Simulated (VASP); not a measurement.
The system is C3H4, in a box.

```xyz
7
Lattice="14.1933 0.0000 0.0000 0.0000 14.6933 0.0000 0.0000 0.0000 15.1933" Properties=species:S:1:pos:R:3 pbc="T T T"
C     6.0800    7.3511    8.9459
C     6.8086    7.3833    7.9794
C     7.6822    7.4227    6.8197
H     5.4365    7.3229    9.7998
H     7.6887    8.4245    6.3632
H     7.3541    6.7049    6.0521
H     8.7179    7.1713    7.0953
```

Base run:

| Property | Result |
| --- | --- |
| Program | VASP 6.6.1 |
| Functional | PBEsol |
| Potentials or basis | VASP PAW PBE potentials, release 64 (C, H) |
| Cutoff | 400 eV |
| k mesh | 1 × 1 × 1 |
| Occupations | gaussian, width 0.01 eV |
| Spin | no spin polarisation |

Its results: gap between the frontier levels 5.99 eV; largest force 0.268 eV/Å.

Task: After a change of settings the same cell gave: gap between the frontier levels 5.68 eV; largest force 0.123 eV/Å. Which change was it?
A. functional from PBEsol to optB86b-vdW
B. functional from PBEsol to PBE; dispersion from none to D4
C. functional from PBEsol to LDA; potentials or basis from VASP PAW PBE potentials, release 64 (C, H) to VASP PAW LDA potentials, release 64 (C, H)
D. functional from PBEsol to PBE

Result: A.

Caveats: the standard files for N, O and F lose accuracy on very short bonds; the PAW data sets were made with another functional, which shifts forces and pressure a little.

Not every run made on this cell is shown here.
